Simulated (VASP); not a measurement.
Given:

```xyz
2
Lattice="0.0000 2.6316 2.6316 2.6316 0.0000 2.6316 2.6316 2.6316 0.0000" Properties=species:S:1:pos:R:3 pbc="T T T"
Sr     0.0000     0.0000     0.0000
O      2.6316     2.6316     2.6316
```

These are PBE GGA, VASP's PBE PAW potentials (set 64) (plane waves; VASP) values and carry that method's errors. Run with PREC = Single, 520 eV cut-off, 8×8×8 Γ-centred mesh, Gaussian smearing of 0.050 eV, potentials Sr_sv O.

Q: Give the stress tensor in GPa (positive for a compressed cell).

A: 
```
-2.59   0.00   0.00
 0.00  -2.59   0.00
 0.00   0.00  -2.59
```
The pressure is its mean diagonal, -2.59 GPa.

The compound is SrO in the rock salt structure. The cell was not relaxed at this level. The run is one of a series of settings (PREC = Single against the base run), some of them coarse on purpose.
